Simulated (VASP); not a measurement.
Consider the following.

```yaml
crystal:
  lattice:
    - [4.20999, 0.00000, 0.00000]
    - [0.00000, 4.20999, 0.00000]
    - [0.00000, 0.00000, 5.94655]
  atoms:
    - { symbol: Hg, position: [0.50000, 0.00000, 0.76237] }
    - { symbol: Hg, position: [0.00000, 0.50000, 0.23763] }
    - { symbol: Se, position: [0.00000, 0.00000, 0.50000] }
    - { symbol: S, position: [0.50000, 0.50000, 0.00000] }
```

Level of theory: LDA (Ceperley-Alder, Perdew-Zunger), VASP's LDA PAW potentials (set 64) (plane waves; VASP). Run with 400 eV cut-off, Gaussian smearing of 0.050 eV, potentials Hg Se S.

Problem. Give the energies of bands 8 to 21 at the high-symmetry points, in eV from the Fermi level.

Solution. 
| band | Γ | X | M | Z | R | A |
|---|---|---|---|---|---|---|
| 8 | -6.67 | -6.64 | -6.63 | -6.93 | -6.35 | -6.51 |
| 9 | -6.41 | -6.45 | -6.27 | -6.51 | -6.35 | -6.47 |
| 10 | -6.41 | -6.42 | -6.27 | -6.44 | -6.35 | -6.47 |
| 11 | -6.27 | -6.34 | -6.07 | -6.37 | -6.10 | -5.71 |
| 12 | -6.00 | -6.26 | -5.96 | -6.32 | -5.99 | -5.70 |
| 13 | -5.09 | -4.44 | -5.10 | -3.11 | -5.78 | -5.36 |
| 14 | -2.42 | -4.37 | -5.10 | -3.06 | -5.56 | -5.36 |
| 15 | -2.42 | -2.52 | -2.61 | -1.54 | -1.25 | -3.00 |
| 16 | -0.88 | -2.45 | -2.39 | -1.54 | -1.06 | -2.82 |
| 17 | -0.02 | -1.24 | -2.39 | -1.07 | -0.98 | -2.47 |
| 18 | 0.00 | -0.79 | -2.19 | -1.07 | -0.79 | -2.47 |
| 19 | 0.00 | 2.47 | 2.74 | 2.18 | 1.11 | 3.65 |
| 20 | 2.87 | 2.63 | 2.89 | 2.33 | 1.28 | 3.65 |
| 21 | 2.96 | 5.37 | 2.89 | 3.56 | 6.23 | 4.92 |

It has no gap at this level: it comes out as a metal or semimetal.

The structure comes from a computed database's Hg2SeS entry (P-4m2); how it stands against other phases isn't given here. It was relaxed first, which changed the volume by -5 %.
